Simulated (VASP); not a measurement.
# GeCH₆: harmonic vibrations of a molecule

GeCH₆, molecule in box, 8 atoms in the cell. PBE, harmonic vibrations; PAW potentials C, Ge_d, H (PBE set).

## Input

INCAR.step1:
```
PREC = Accurate
ENCUT = 400
EDIFF = 1E-8
ISMEAR = 0
SIGMA = 0.01
ISYM = 0
LREAL = False
LASPH = True
NELM = 100
ALGO = Normal
LWAVE = False
LCHARG = False
IBRION = 2
NSW = 60
ISIF = 2
EDIFFG = -0.002
POTIM = 0.5
```

INCAR.step2, as INCAR.step1 but for:
```
- IBRION = 2
- NSW = 60
- ISIF = 2
- EDIFFG = -0.002
- POTIM = 0.5
+ IBRION = 5
+ NFREE = 2
+ POTIM = 0.015
+ NSW = 1
```

KPOINTS:
```
k-points
0
Gamma
  1 1 1
```

POSCAR.step1:
```
GeH6C
1.0
   13.0000000000      0.0000000000      0.0000000000
    0.0000000000     12.0000000000      0.0000000000
    0.0000000000      0.0000000000     13.0000000000
C Ge H
1 1 6
Direct
    0.4606615400      0.5321500000      0.4223500000
    0.5074153800      0.5011333300      0.5622038500
    0.3784153800      0.5499750000      0.4219576900
    0.5014076900      0.6039750000      0.3910423100
    0.4749923100      0.4605083300      0.3727653800
    0.4869384600      0.6019750000      0.6324653800
    0.6235846200      0.4763250000      0.5630500000
    0.4502923100      0.3995250000      0.6064653800
```

Commands (each step's output is kept before the next begins):
```
cat potpaw_PBE.64/C/POTCAR potpaw_PBE.64/Ge_d/POTCAR potpaw_PBE.64/H/POTCAR > POTCAR
cp INCAR.step1 INCAR
cp POSCAR.step1 POSCAR
mpirun -np 8 vasp_gam > vasp.out
cp CONTCAR POSCAR
cp INCAR.step2 INCAR
mpirun -np 8 vasp_gam > vasp.out
```

## Result

- Vibrations (cm⁻¹; a negative value is imaginary): 3080, 3079, 2993, 2080, 2079, 2071, 1419, 1419, 1225, 882, 882, 826, 825, 816, 579, 480, 478, 154
- Zero-point energy (eV): 1.573
- Translations and rotations, which should read zero (cm⁻¹): -36, -14, -4, 0, 14, 17
- Vibrational entropy at 298 K (meV/K): 0.238
- Displaced cells: 48
- Ionic steps, all stages: 67
- Electronic steps, all stages: 1130

VASP 6.6.1 took 984 s on 8 cores (AMD EPYC 7R13 (Zen 3)), a shared host.
